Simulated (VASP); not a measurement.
# NiMoIrPdW (P3m1) in VASP: a series of runs

The runs below take NiMoIrPdW through relaxation of cell and atoms, with PBE+D3, PBE+D3(BJ), PBE+D4, PBE+TS.

Everything below comes from runs of VASP 6.6.1. Logs are shortened: lines on timing, memory, paths and dates and some standing lists are left out, and cuts for length are marked.

## (1) The crystal as given

Symmetry: P3m1, No. 156, trigonal system. The conventional cell has a = 2.761 Å, b = 2.761 Å, c = 11.341 Å, α = 90.00°, β = 90.00°, γ = 120.00°. Ni (site symmetry 3m) has 3 W at 2.59 Å and 3 Pd at 2.68 Å and 6 Ni at 2.76 Å as nearest neighbours. Mo (site symmetry 3m) is surrounded by 3 Ir at 2.66 Å and 1 W at 2.66 Å and 6 Mo at 2.76 Å. Pd (site symmetry 3m) is surrounded by 3 Ni at 2.68 Å and 6 Pd at 2.76 Å and 3 Ir at 2.84 Å. Ir (site symmetry 3m) has 3 Mo at 2.66 Å and 6 Ir at 2.76 Å and 3 Pd at 2.84 Å as nearest neighbours. Around W (site symmetry 3m) lie 3 Ni at 2.59 Å and 1 Mo at 2.66 Å and 6 W at 2.76 Å.

The cell was built by a generator and needn't be a form met in nature.

## (2) Relaxation of cell and atoms, PBE+D3, collinear spin, ferromagnetic start

The input, INCAR:

```
SYSTEM = NiMoIrPdW
PREC = Accurate
ENCUT = 600
EDIFF = 1E-6
ISMEAR = -1
SIGMA = 0.05
LREAL = .False.
LASPH = .True.
NELM = 100
ALGO = Fast
ISIF = 3
LWAVE = .False.
LCHARG = .False.
ISPIN = 2
MAGMOM = 1 1 0 0.6 0
LORBIT = 11
LMAXMIX = 4
GGA = PE
IVDW = 11
IBRION = 2
NSW = 60
EDIFFG = -0.005
KPAR = 4
```

The input, KPOINTS:

```
regular mesh
0
Gamma
  11 11 3
  0 0 0
```

The input, POSCAR:

```
NiMoIrPdW
1.0
    2.7607800000      0.0000000000      0.0000000000
   -1.3803900000      2.3909000000      0.0000000000
    0.0000000000      0.0000000000     11.3405100000
Ni Mo Pd Ir W
1 1 1 1 1
Direct
    0.0000000000      0.0000000000      0.7091700000
    0.6666700000      0.3333300000      0.2942500000
    0.6666700000      0.3333300000      0.8990100000
    0.0000000000      0.0000000000      0.1060400000
    0.6666700000      0.3333300000      0.5292100000
```

Potentials or basis: VASP PAW PBE potentials, release 64 (Ni, Mo_sv, Pd, Ir, W_sv).

The run is started by

```console
$ cat potpaw_PBE.64/Ni/POTCAR potpaw_PBE.64/Mo_sv/POTCAR potpaw_PBE.64/Pd/POTCAR potpaw_PBE.64/Ir/POTCAR potpaw_PBE.64/W_sv/POTCAR > POTCAR
$ mpirun -np 4 vasp_std > vasp.out
```

OUTCAR:

```text
SYSTEM = NiMoIrPdW
   PREC = Accurate
   ENCUT = 600
   EDIFF = 1E-6
   ISMEAR = -1
   LREAL = .False.
   LASPH = .True.
   NELM = 100
   ISIF = 3
   ISPIN = 2
   LORBIT = 11
   GGA = PE
   IVDW = 11
   IBRION = 2
   NSW = 60
   EDIFFG = -0.005
 IVDW          = 11

 ion  position               nearest neighbor table
   1  0.000  0.000  0.709-   5 2.59   5 2.59   5 2.59   3 2.68   3 2.68   3 2.68
   2  0.667  0.333  0.294-   4 2.66   4 2.66   4 2.66   5 2.66
   3  0.667  0.333  0.899-   1 2.68   1 2.68   1 2.68   4 2.84   4 2.84   4 2.84
   4  0.000  0.000  0.106-   2 2.66   2 2.66   2 2.66   3 2.84   3 2.84   3 2.84
   5  0.667  0.333  0.529-   1 2.59   1 2.59   1 2.59   2 2.66

  LATTYP: Found a hexagonal cell.
 ALAT       =     2.7607800000
 C/A-ratio  =     4.1077195575

  Lattice vectors:

 A1 = (   2.7607800000,   0.0000000000,   0.0000000000)
 A2 = (  -1.3803900000,   2.3909000000,   0.0000000000)
 A3 = (   0.0000000000,   0.0000000000,  11.3405100000)

Analysis of symmetry for initial positions (statically):
=====================================================================
 Subroutine PRICEL returns:
 Original cell was already a primitive cell.

 Routine SETGRP: Setting up the symmetry group for a
 hexagonal supercell.

 Subroutine GETGRP returns: Found  2 space group operations
 (whereof  2 operations were pure point group operations)
 out of a pool of 24 trial point group operations.

The static configuration has the point symmetry C_1h.

Analysis of symmetry for dynamics (positions and initial velocities):
=====================================================================
 Subroutine PRICEL returns:
 Original cell was already a primitive cell.

 Routine SETGRP: Setting up the symmetry group for a
 hexagonal supercell.

 Subroutine GETGRP returns: Found  2 space group operations
 (whereof  2 operations were pure point group operations)
 out of a pool of 24 trial point group operations.

The dynamic configuration has the point symmetry C_1h.

Analysis of structural, dynamic, and magnetic symmetry:
=====================================================================
 Subroutine PRICEL returns:
 Original cell was already a primitive cell.

 Routine SETGRP: Setting up the symmetry group for a
 hexagonal supercell.

 Subroutine GETGRP returns: Found  2 space group operations
 (whereof  2 operations were pure point group operations)
 out of a pool of 24 trial point group operations.

The overall configuration has the point symmetry C_1h.

 Subroutine INISYM returns: Found  2 space group operations
 (whereof  2 operations are pure point group operations),
 and found     1 'primitive' translations

[... 127 lines left out ...]
   AEXX    =    0.0000 exact exchange contribution
   IVDW    =    11    specifies the selected vdW correction
   LEPSILON=     F    determine dielectric tensor
   LRPA    =     F    only Hartree local field effects (RPA)
 conjugate gradient relaxation of ions
 spin polarized calculation
 RMM-DIIS sequential band-by-band and
  energy-cutoff  :      600.00
  volume of cell :       74.86
 maximum number of plane-waves:      2541
 NGX is ok and might be reduce to    24
   NGX = 11   NGY = 11   NGZ = 45

--------------------------------------- Ionic step        1  -------------------------------------------

 number of electron      56.9999990 magnetization      -0.0008649

 number of electron      56.9999990 magnetization       0.0006070

 Free energy of the ion-electron system (eV)
  ---------------------------------------------------
  ext. energy  EPLUGINS =         0.00000000
  ---------------------------------------------------
  free energy    TOTEN  =       -42.27839353 eV

  energy without entropy =      -42.23135694  energy(sigma->0) =      -42.25487524

------------------------ aborting loop because EDIFF is reached ----------------------------------------

 Edisp (eV)   -2.88688

 E8    (eV) :    -1.7449
[... 116 lines left out ...]
  FREE ENERGIE OF THE ION-ELECTRON SYSTEM (eV)
  ---------------------------------------------------
  free  energy   TOTEN  =       -45.2123208344 eV

  energy  without entropy=      -45.1675723188  energy(sigma->0) =      -45.18994658

[... ionic steps 4 to 23 ...]

--------------------------------------- Ionic step       24  -------------------------------------------

 number of electron      56.9999999 magnetization      -0.0000000

------------------------ aborting loop because EDIFF is reached ----------------------------------------
[... 81 lines left out ...]
--------------------------------------- Ionic step       26  -------------------------------------------

 number of electron      56.9999999 magnetization      -0.0000000

 Free energy of the ion-electron system (eV)
  ---------------------------------------------------
  ext. energy  EPLUGINS =         0.00000000
  ---------------------------------------------------
  free energy    TOTEN  =       -42.22803921 eV

  energy without entropy =      -42.18484125  energy(sigma->0) =      -42.20644023

 E-fermi :  10.5276     XC(G=0): -13.3599

 val. band max:       10.5197562861   @ k =   0.0000   0.0909   0.3333
 cond. band min:      10.5334436095   @ k =  -0.2727  -0.4545   0.0000
 fundamental gap:      0.0136873234
 Fermi energy:        10.5276121200

 spin component 1

 k-point     1 :       0.0000    0.0000    0.0000
  band No.  band energies     occupation
      1     -63.3492      1.00000
      2     -50.5081      1.00000
      3     -27.7085      1.00000
      4     -26.9203      1.00000
      5     -26.9203      1.00000
      6     -24.6175      1.00000
[... 901 lines left out ...]
     34      13.8134      0.00000
     35      14.5900      0.00000

 [... further k-points ...]

 spin component 2

 k-point     1 :       0.0000    0.0000    0.0000
  band No.  band energies     occupation
      1     -63.3492      1.00000
      2     -50.5081      1.00000
      3     -27.7085      1.00000
      4     -26.9203      1.00000
      5     -26.9203      1.00000
      6     -24.6175      1.00000
[... 939 lines left out ...]
  FREE ENERGIE OF THE ION-ELECTRON SYSTEM (eV)
  ---------------------------------------------------
  free  energy   TOTEN  =       -45.2208902625 eV

  energy  without entropy=      -45.1776922963  energy(sigma->0) =      -45.19929128

 reached required accuracy - stopping structural energy minimisation

 total charge

# of ion       s       p       d       tot
------------------------------------------
    1        0.473   0.451   8.342   9.266
    2        2.379   6.192   4.041  12.611
    3        0.519   0.526   8.510   9.555
    4        0.697   0.678   6.999   8.373
    5        2.441   6.282   3.428  12.152
--------------------------------------------------
tot          6.509  14.129  31.320  51.957

 magnetization (x)

# of ion       s       p       d       tot
------------------------------------------
    1       -0.000  -0.000  -0.000  -0.000
    2       -0.000  -0.000  -0.000  -0.000
    3       -0.000  -0.000  -0.000  -0.000
    4        0.000   0.000  -0.000  -0.000
    5       -0.000  -0.000  -0.000  -0.000
--------------------------------------------------
tot         -0.000  -0.000  -0.000  -0.000
```

Run time: 40 min. Hardware: 4 MPI ranks of Intel Xeon 6975P-C (Granite Rapids), shared host; peak memory 0.76 GiB.

Results:

```yaml
Free_energy: -45.2209 eV
Relaxed_volume: 14.50 Å³/atom
Relaxed_cell: a = 2.735 Å, b = 2.735 Å, c = 11.195 Å, α = 90.00°, β = 90.00°, γ = 120.00°
Space_group_after_relaxing_to_0.05_Å: P3m1 (No. 156)
Energy_gained_by_relaxing: 11.1 meV/atom
Ionic_steps: 26
Pressure_after_relaxing: 0.0 GPa
Largest_force_after_relaxing: 0.005 eV/Å
Band_gap_on_the_k_mesh: none (metal or under the smearing width)
Net_moment: 0.00 μB per cell
Valence_electrons_inside_the_program's_atomic_spheres: Ni 9.27; Mo 12.61; Pd 9.55; Ir 8.37; W 12.15
Dispersion_energy_per_atom: -0.599 eV
```

Forces in eV/Å, atoms in the order of the input:
```
Ni   0.000  0.000  0.002
Mo   0.000  0.000  0.001
Pd   0.000  0.000  0.001
Ir   0.000  0.000 -0.005
W    0.000  0.000  0.001
```

Step by step:
```csv
step,energy change (eV),largest force (eV/Å),pressure (GPa),volume (Å³)
1,0.0000,0.2691,-6.52,74.86
2,0.1591,0.6807,17.13,68.44
3,-0.0470,0.4202,0.09,72.69
4,-0.0471,0.4222,0.08,72.64
5,0.0027,0.5584,8.10,70.52
6,-0.0470,0.4270,0.45,72.60
7,-0.0532,0.1202,0.31,72.44
8,-0.0533,0.1090,0.41,72.45
9,-0.0543,0.0776,-0.75,72.77
10,-0.0544,0.0799,-0.64,72.71
11,-0.0554,0.0380,-0.26,72.59
12,-0.0555,0.0537,-0.11,72.55
13,-0.0556,0.0255,0.08,72.49
14,-0.0556,0.0181,0.03,72.47
15,-0.0556,0.0118,0.04,72.45
16,-0.0556,0.0139,0.22,72.45
17,-0.0556,0.0166,0.23,72.47
18,-0.0556,0.0182,0.14,72.47
19,-0.0556,0.0144,-0.09,72.52
20,-0.0556,0.0105,0.01,72.49
21,-0.0556,0.0090,0.00,72.50
22,-0.0556,0.0054,0.01,72.50
23,-0.0556,0.0078,0.03,72.50
24,-0.0556,0.0074,0.01,72.50
25,-0.0556,0.0063,-0.02,72.50
26,-0.0556,0.0046,-0.02,72.50
```

Final structure:
```yaml
crystal:
  lattice:
    - [2.73458, 0.00000, 0.00000]
    - [-1.36729, 2.36821, 0.00000]
    - [0.00000, 0.00000, 11.19459]
  atoms:
    - { symbol: Ni, position: [0.00000, 0.00000, 0.71092] }
    - { symbol: Mo, position: [0.66667, 0.33333, 0.29511] }
    - { symbol: Pd, position: [0.66667, 0.33333, 0.89800] }
    - { symbol: Ir, position: [0.00000, 0.00000, 0.10344] }
    - { symbol: W, position: [0.66667, 0.33333, 0.53021] }
```

Levels at points of the mesh, in eV from the Fermi level:
Spin up:
| k point | band 25 | band 26 | band 27 | band 28 | band 29 | band 30 | band 31 | band 32 |
| --- | --- | --- | --- | --- | --- | --- | --- | --- |
| (0.00, 0.00, 0.00) | -1.47 | -1.47 | -0.98 | -0.91 | -0.91 | -0.11 | -0.11 | 0.11 |
Spin down:
| k point | band 26 | band 27 | band 28 | band 29 | band 30 | band 31 |
| --- | --- | --- | --- | --- | --- | --- |
| (0.00, 0.00, 0.00) | -1.47 | -0.98 | -0.91 | -0.91 | -0.11 | -0.11 |

Caveat: pairwise dispersion overbinds metals, which lowers pressure and volume.

## (3) Relaxation of cell and atoms, PBE+D3(BJ), collinear spin, ferromagnetic start

INCAR, as its differences from that of step 2:

```diff
@@ -18,3 +18,3 @@
 GGA = PE
-IVDW = 11
+IVDW = 12
 IBRION = 2
```

KPOINTS is that of step 2.

POSCAR is that of step 2.

Potentials or basis: VASP PAW PBE potentials, release 64 (Ni, Mo_sv, Pd, Ir, W_sv).

The run is started by

```console
$ cat potpaw_PBE.64/Ni/POTCAR potpaw_PBE.64/Mo_sv/POTCAR potpaw_PBE.64/Pd/POTCAR potpaw_PBE.64/Ir/POTCAR potpaw_PBE.64/W_sv/POTCAR > POTCAR
$ mpirun -np 4 vasp_std > vasp.out
```

OUTCAR:

```text
SYSTEM = NiMoIrPdW
   PREC = Accurate
   ENCUT = 600
   EDIFF = 1E-6
   ISMEAR = -1
   LREAL = .False.
   LASPH = .True.
   NELM = 100
   ISIF = 3
   ISPIN = 2
   LORBIT = 11
   GGA = PE
   IVDW = 12
   IBRION = 2
   NSW = 60
   EDIFFG = -0.005
 IVDW          = 12

 ion  position               nearest neighbor table
   1  0.000  0.000  0.709-   5 2.59   5 2.59   5 2.59   3 2.68   3 2.68   3 2.68
   2  0.667  0.333  0.294-   4 2.66   4 2.66   4 2.66   5 2.66
   3  0.667  0.333  0.899-   1 2.68   1 2.68   1 2.68   4 2.84   4 2.84   4 2.84
   4  0.000  0.000  0.106-   2 2.66   2 2.66   2 2.66   3 2.84   3 2.84   3 2.84
   5  0.667  0.333  0.529-   1 2.59   1 2.59   1 2.59   2 2.66

  LATTYP: Found a hexagonal cell.
 ALAT       =     2.7607800000
 C/A-ratio  =     4.1077195575

  Lattice vectors:

 A1 = (   2.7607800000,   0.0000000000,   0.0000000000)
 A2 = (  -1.3803900000,   2.3909000000,   0.0000000000)
 A3 = (   0.0000000000,   0.0000000000,  11.3405100000)

Analysis of symmetry for initial positions (statically):
=====================================================================
 Subroutine PRICEL returns:
 Original cell was already a primitive cell.

 Routine SETGRP: Setting up the symmetry group for a
 hexagonal supercell.

 Subroutine GETGRP returns: Found  2 space group operations
 (whereof  2 operations were pure point group operations)
 out of a pool of 24 trial point group operations.

The static configuration has the point symmetry C_1h.

Analysis of symmetry for dynamics (positions and initial velocities):
[... 406 lines left out ...]
  ---------------------------------------------------
  ext. energy  EPLUGINS =         0.00000000
  ---------------------------------------------------
  free energy    TOTEN  =       -42.23655094 eV

  energy without entropy =      -42.19358609  energy(sigma->0) =      -42.21506852

 E-fermi :  10.4885     XC(G=0): -13.3463

 val. band max:       10.4798505586   @ k =   0.0000   0.1818   0.3333
 cond. band min:      10.4963597385   @ k =  -0.2727  -0.4545   0.0000
 fundamental gap:      0.0165091799
 Fermi energy:        10.4885297203

 spin component 1

 k-point     1 :       0.0000    0.0000    0.0000
  band No.  band energies     occupation
      1     -63.3865      1.00000
      2     -50.5445      1.00000
      3     -27.7491      1.00000
      4     -26.9585      1.00000
      5     -26.9585      1.00000
      6     -24.6530      1.00000
[... 901 lines left out ...]
     34      13.7841      0.00000
     35      14.5504      0.00000

 [... further k-points ...]

 spin component 2

 k-point     1 :       0.0000    0.0000    0.0000
  band No.  band energies     occupation
      1     -63.3865      1.00000
      2     -50.5445      1.00000
      3     -27.7491      1.00000
      4     -26.9585      1.00000
      5     -26.9585      1.00000
      6     -24.6530      1.00000
[... 939 lines left out ...]
  FREE ENERGIE OF THE ION-ELECTRON SYSTEM (eV)
  ---------------------------------------------------
  free  energy   TOTEN  =       -45.4576514209 eV

  energy  without entropy=      -45.4146865709  energy(sigma->0) =      -45.43616900

 reached required accuracy - stopping structural energy minimisation

 total charge

# of ion       s       p       d       tot
------------------------------------------
    1        0.469   0.444   8.338   9.252
    2        2.379   6.192   4.043  12.614
    3        0.516   0.520   8.507   9.543
    4        0.696   0.676   6.997   8.369
    5        2.441   6.282   3.428  12.151
--------------------------------------------------
tot          6.502  14.115  31.312  51.929

 magnetization (x)

# of ion       s       p       d       tot
------------------------------------------
    1        0.000   0.000   0.000   0.000
    2        0.000   0.000   0.000   0.000
    3        0.000   0.000   0.000   0.000
    4       -0.000  -0.000  -0.000  -0.000
    5        0.000  -0.000  -0.000  -0.000
--------------------------------------------------
tot          0.000  -0.000   0.000   0.000
```

CONTCAR:

```text
NiMoIrPdW
   1.00000000000000
     2.7351904942469649   -0.0000027137329919   -0.0000012732644482
    -1.3675975972797580    2.3687376377884011    0.0000012732614938
    -0.0000052600803550    0.0000030369017401   11.2147410939167393
  Ni              Mo              Pd              Ir              W
     1     1     1     1     1
Direct
     0.0000009425101086    0.9999990574898472    0.7102348203106513
     0.6666694263672025    0.3333305736328760    0.2955136628936206
     0.6666691518794916    0.3333308481205527    0.8987202376565399
     0.0000014511012651    0.9999985488986237    0.1040570062432185
     0.6666690281419422    0.3333309718580898    0.5291542728959641

  0.00000000E+00  0.00000000E+00  0.00000000E+00
  0.00000000E+00  0.00000000E+00  0.00000000E+00
  0.00000000E+00  0.00000000E+00  0.00000000E+00
  0.00000000E+00  0.00000000E+00  0.00000000E+00
  0.00000000E+00  0.00000000E+00  0.00000000E+00
```

It took 53 min on 4 MPI ranks of Intel Xeon 6975P-C (Granite Rapids), shared host; peak memory 0.79 GiB.

What came out:

| Quantity | Value |
| --- | --- |
| Free energy | -45.4577 eV |
| Relaxed volume | 14.53 Å³/atom |
| Relaxed cell | a = 2.735 Å, b = 2.735 Å, c = 11.215 Å, α = 90.00°, β = 90.00°, γ = 120.00° |
| Space group after relaxing (to 0.05 Å) | P3m1 (No. 156) |
| Energy gained by relaxing | 9.9 meV/atom |
| Ionic steps | 36 |
| Pressure after relaxing | 0.0 GPa |
| Largest force after relaxing | 0.003 eV/Å |
| Band gap on the k mesh | none (metal or under the smearing width) |
| Net moment | 0.00 μB per cell |
| Valence electrons inside the program's atomic spheres | Ni 9.25; Mo 12.61; Pd 9.54; Ir 8.37; W 12.15 |
| Dispersion energy per atom | -0.644 eV |

Forces in eV/Å, atoms in the order of the input:
```
Ni   0.000  0.000  0.003
Mo   0.000  0.000  0.000
Pd   0.000  0.000 -0.001
Ir   0.000  0.000 -0.003
W    0.000  0.000  0.002
```

Step by step:
```tsv
step	energy change (eV)	largest force (eV/Å)	pressure (GPa)	volume (Å³)
1	0.0000	0.2684	-6.25	74.86
2	0.1478	0.5890	16.48	68.71
3	-0.0434	0.3811	0.13	72.79
4	-0.0434	0.3827	0.13	72.75
5	0.0028	0.4947	7.87	70.71
6	-0.0434	0.3871	0.48	72.70
7	-0.0483	0.1321	0.28	72.58
8	-0.0486	0.0722	0.29	72.61
9	-0.0489	0.0364	-0.49	72.84
10	-0.0490	0.0421	-0.31	72.77
11	-0.0493	0.0364	-0.07	72.70
12	-0.0494	0.0378	-0.11	72.69
13	-0.0494	0.0136	0.17	72.62
14	-0.0494	0.0225	0.21	72.64
15	-0.0494	0.0264	0.15	72.65
16	-0.0494	0.0114	0.09	72.67
17	-0.0494	0.0094	-0.18	72.67
18	-0.0494	0.0113	0.07	72.67
19	-0.0494	0.0086	0.03	72.67
20	-0.0494	0.0095	0.07	72.67
21	-0.0494	0.0089	-0.11	72.67
22	-0.0494	0.0076	-0.04	72.63
23	-0.0494	0.0103	0.10	72.60
24	-0.0494	0.0104	0.22	72.62
25	-0.0494	0.0100	0.16	72.63
26	-0.0494	0.0072	0.18	72.66
27	-0.0493	0.0114	-0.31	72.76
28	-0.0494	0.0071	-0.14	72.70
29	-0.0494	0.0047	-0.12	72.68
30	-0.0494	0.0057	-0.04	72.67
31	-0.0494	0.0055	-0.09	72.67
32	-0.0494	0.0058	-0.08	72.66
33	-0.0494	0.0063	-0.02	72.66
34	-0.0494	0.0067	0.01	72.66
35	-0.0494	0.0053	0.00	72.66
36	-0.0494	0.0035	0.01	72.66
```

Final structure:
```yaml
crystal:
  lattice:
    - [2.73519, 0.00000, 0.00000]
    - [-1.36760, 2.36874, 0.00000]
    - [-0.00001, 0.00000, 11.21474]
  atoms:
    - { symbol: Ni, position: [0.00000, 0.00000, 0.71023] }
    - { symbol: Mo, position: [0.66667, 0.33333, 0.29551] }
    - { symbol: Pd, position: [0.66667, 0.33333, 0.89872] }
    - { symbol: Ir, position: [0.00000, 0.00000, 0.10406] }
    - { symbol: W, position: [0.66667, 0.33333, 0.52915] }
```

Caveat: pairwise dispersion overbinds metals, which lowers pressure and volume.

(Part 1 of 2 ends here.)
